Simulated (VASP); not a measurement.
These are RPBE GGA, VASP's PBE PAW potentials (set 64) (plane waves; VASP) values and carry that method's errors.

Input for VASP

**POSCAR**
```
MnF2
1
    5.0242376734    -0.0000000000     0.0000000000
   -0.0000000000     5.0242376734     0.0000000000
    0.0000000000     0.0000000000     3.3663421658
Mn F
2 4
Direct
  0.0000000000   0.0000000000   0.0000000000
  0.5000000000   0.5000000000   0.5000000000
  0.3042934303   0.3042934303   0.0000000000
  0.8042934303   0.1957065697   0.5000000000
  0.1957065697   0.8042934303   0.5000000000
  0.6957065697   0.6957065697   0.0000000000
```

KPOINTS:
```
k-points along high-symmetry lines
8
Line-mode
Reciprocal
  0.000000   0.000000   0.000000 ! GAMMA
  0.500000   0.500000   0.000000 ! Y

  0.500000   0.500000   0.000000 ! Y
  0.500000   0.500000   0.000000 ! C_0

  0.500000  -0.500000   0.000000 ! SIGMA_0
  0.000000   0.000000   0.000000 ! GAMMA

  0.000000   0.000000   0.000000 ! GAMMA
  0.000000   0.000000   0.500000 ! Z

  0.000000   0.000000   0.500000 ! Z
  0.500000  -0.500000   0.500000 ! A_0

  0.500000   0.500000   0.500000 ! E_0
  0.500000   0.500000   0.500000 ! T

  0.500000   0.500000   0.500000 ! T
  0.500000   0.500000   0.000000 ! Y

  0.000000   0.000000   0.000000 ! GAMMA
  0.500000  -0.000000   0.000000 ! S

  0.500000  -0.000000   0.000000 ! S
  0.500000  -0.000000   0.500000 ! R

  0.500000  -0.000000   0.500000 ! R
  0.000000   0.000000   0.500000 ! Z

  0.000000   0.000000   0.500000 ! Z
  0.500000   0.500000   0.500000 ! T
```

INCAR:
```
ALGO = Normal
EDIFF = 1E-7
ENCUT = 520
GGA = RP
ICHARG = 11
ISMEAR = 0
ISPIN = 2
LASPH = .True.
LCHARG = .False.
LMAXMIX = 4
LORBIT = 11
LREAL = .False.
LWAVE = .False.
MAGMOM = 4.6 -4.6 -0.0 0.0 0.0 -0.0
NELM = 100
PREC = Accurate
SIGMA = 0.05
SYSTEM = MnF2
```

POTCAR, in this order: Mn_pv F (PBE.64 set). Program: vasp_std. Read from the step before: CHGCAR.

Output of the run:

OUTCAR:
```
 ion  position               nearest neighbor table
   1  0.000  0.000  0.000-   3 2.16   6 2.16   5 2.18   4 2.18   4 2.18   5 2.18
   2  0.500  0.500  0.500-   4 2.16   5 2.16   3 2.18   6 2.18   3 2.18   6 2.18
   3  0.304  0.304  0.000-   1 2.16   2 2.18   2 2.18
   4  0.804  0.196  0.500-   2 2.16   1 2.18   1 2.18
   5  0.196  0.804  0.500-   2 2.16   1 2.18   1 2.18
   6  0.696  0.696  0.000-   1 2.16   2 2.18   2 2.18
  LATTYP: Found a simple tetragonal cell.
 ALAT       =     5.0242376734
 C/A-ratio  =     0.6700204856
 Subroutine PRICEL returns:
 Original cell was already a primitive cell.
 Subroutine GETGRP returns: Found 16 space group operations
The static configuration has the point symmetry D_2h.
 The point group associated with its full space group is D_4h.
The dynamic configuration has the point symmetry D_2h.
The overall configuration has the point symmetry D_2h.
 Subroutine INISYM returns: Found 16 space group operations
   k-points           NKPTS =     88   k-points in BZ     NKDIM =     88   number of bands    NBANDS=     32
   number of dos      NEDOS =    301   number of ions     NIONS =      6
   total plane-waves  NPLWV =  44800
   dimension x,y,z NGX =    40 NGY =   40 NGZ =   28
   dimension x,y,z NGXF=    80 NGYF=   80 NGZF=   56
   ions per type =               2   4
   PREC   = accura    normal or accurate (medium, high low for compatibility)
   ISTART =      0    job   : 0-new  1-cont  2-samecut
   ICHARG =     11    charge: 1-file 2-atom 10-const
   ISPIN  =      2    spin polarized calculation?
   LNONCOLLINEAR =      F non collinear calculations
   LSORBIT =      F    spin-orbit coupling
   INIWAV =      1    electr: 0-lowe 1-rand  2-diag
   ENCUT  =  520.0 eV  38.22 Ry    6.18 a.u.   9.34  9.34  6.26*2*pi/ulx,y,z
   NELM   =    100;   NELMIN=  2; NELMDL= -5     # of ELM steps
   EDIFF  = 0.1E-06   stopping-criterion for ELM
   LREAL  =      F    real-space projection
   NLSPLINE    = F    spline interpolate recip. space projectors
   LMAXMIX     =    4 max onsite mixed and CHGCAR
   VOSKOWN=      0    Vosko Wilk Nusair interpolation
   EDIFFG = 0.1E-05   stopping-criterion for IOM
   NSW    =      0    number of steps for IOM
...
```

### OSZICAR
```
       N       E                     dE             d eps       ncg     rms          rms(c)
DAV:   1     0.653541351383E+03    0.65354E+03   -0.31699E+04 11856   0.187E+03
DAV:   2     0.230659455456E+02   -0.63048E+03   -0.60387E+03 13128   0.531E+02
DAV:   3    -0.365486637719E+02   -0.59615E+02   -0.58905E+02 12304   0.169E+02
DAV:   4    -0.379605644741E+02   -0.14119E+01   -0.14106E+01 12328   0.277E+01
DAV:   5    -0.379882140175E+02   -0.27650E-01   -0.27647E-01 12568   0.400E+00
DAV:   6    -0.379891029157E+02   -0.88890E-03   -0.88889E-03 12512   0.689E-01
DAV:   7    -0.379891405196E+02   -0.37604E-04   -0.37604E-04 13064   0.135E-01
DAV:   8    -0.379891422926E+02   -0.17729E-05   -0.17729E-05 11960   0.277E-02
DAV:   9    -0.379891423919E+02   -0.99301E-07   -0.99296E-07 10136   0.633E-03
   1 F= -.37989142E+02 E0= -.37989142E+02  d E =-.158408E-12  mag=     0.0000
```

**OUTCAR**
```



 magnetization (x)

# of ion       s       p       d       tot
------------------------------------------
    1        0.017   0.016   4.544   4.577
    2       -0.017  -0.016  -4.544  -4.577
    3       -0.002  -0.026   0.000  -0.028
    4        0.002   0.026   0.000   0.028
    5        0.002   0.026   0.000   0.028
    6       -0.002  -0.026   0.000  -0.028
--------------------------------------------------
tot          0.000   0.000  -0.000  -0.000
```
(Selected blocks of OUTCAR.)

File OUTCAR:
```
 val. band max:        1.9410919851   @ k =   0.5000   0.0000   0.0000

 cond. band min:       4.5179297028   @ k =   0.0000   0.0000   0.0000



 spin component 1

 k-point     1 :       0.0000    0.0000    0.0000
  band No.  band energies     occupation
      1     -47.5006      1.00000
      2     -47.4465      1.00000
      3     -47.4370      1.00000
      4     -42.4922      1.00000
      5     -42.4398      1.00000
      6     -42.4291      1.00000
      7     -21.3907      1.00000
      8     -20.9781      1.00000
      9     -20.9741      1.00000
     10     -20.9248      1.00000
     11      -4.6365      1.00000
     12      -3.7455      1.00000
     13      -3.2582      1.00000
     14      -3.2101      1.00000
     15      -2.8307      1.00000
     16      -2.7812      1.00000
     17      -2.7773      1.00000
     18      -2.7403      1.00000
     19      -1.9840      1.00000
     20      -1.6216      1.00000
     21      -1.6060      1.00000
     22      -1.3298      1.00000
     23       0.4051      1.00000
     24       0.6016      1.00000
     25       0.7588      1.00000
     26       1.5550      1.00000
     27       1.8991      1.00000
     28       4.5179      0.00000
     29       4.8322      0.00000
     30       5.2654      0.00000
     31       5.2778      0.00000
     32       6.0373      0.00000

 k-point     2 :       0.0714    0.0714    0.0000
  band No.  band energies     occupation
      1     -47.5006      1.00000
      2     -47.4465      1.00000
      3     -47.4371      1.00000
      4     -42.4922      1.00000
      5     -42.4398      1.00000
      6     -42.4291      1.00000
      7     -21.3820      1.00000
      8     -20.9894      1.00000
      9     -20.9752      1.00000
     10     -20.9221      1.00000
     11      -4.6029      1.00000
     12      -3.7306      1.00000
     13      -3.2595      1.00000
     14      -3.1959      1.00000
     15      -2.8781      1.00000
...
```

The density is held fixed in this step, so its total energy and stress have no physical meaning.

The compound is MnF2 in the rutile structure. It was relaxed first, which changed the volume by +8 %.
